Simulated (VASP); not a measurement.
OSZICAR of a VASP run on Au (fcc):

### OSZICAR
```
       N       E                     dE             d eps       ncg     rms          rms(c)
DAV:   1     0.315472736247E+02    0.31547E+02   -0.50047E+03  2248   0.860E+02
DAV:   2    -0.323755608189E+01   -0.34785E+02   -0.32128E+02  1923   0.168E+02
DAV:   3    -0.347983671279E+01   -0.24228E+00   -0.24216E+00  2220   0.149E+01
DAV:   4    -0.348059168684E+01   -0.75497E-03   -0.75495E-03  2124   0.881E-01
DAV:   5    -0.348059626464E+01   -0.45778E-05   -0.45779E-05  2176   0.660E-02    0.791E+00
DAV:   6    -0.373344363062E+01   -0.25285E+00   -0.80171E+00  1890   0.271E+01    0.961E+00
DAV:   7    -0.321367412211E+01    0.51977E+00   -0.25924E+00  1885   0.155E+01    0.290E+00
DAV:   8    -0.321745840444E+01   -0.37843E-02   -0.54680E-03  1920   0.800E-01    0.571E-01
DAV:   9    -0.321779835212E+01   -0.33995E-03   -0.72235E-05  2031   0.917E-02    0.204E-02
DAV:  10    -0.321780126026E+01   -0.29081E-05   -0.43003E-06  2134   0.171E-02    0.100E-02
DAV:  11    -0.321780309768E+01   -0.18374E-05   -0.14287E-06  1964   0.120E-02    0.241E-03
DAV:  12    -0.321780295320E+01    0.14448E-06   -0.67485E-09   951   0.735E-04
   1 F= -.32178030E+01 E0= -.32180017E+01  d E =0.596168E-03
```

Question: Which electronic solver shows in the log?

Answer: It is blocked Davidson (ALGO = Normal, or the opening steps of other solvers). The INCAR had ALGO = Normal.

Question: Can the final energy be trusted as converged?

Answer: The calculation finished and met its thresholds. It stopped with EDIFF = 1E-6, NELM = 100 (PBE GGA, plane waves, VASP's PBE PAW potentials (set 64)).

The compound is Au in the fcc structure. The cell was not relaxed at this level. The run is one of a series of settings (AMIX = 1.0, BMIX = 0.0001, IMIX = 4 against the base run), some of them coarse on purpose.
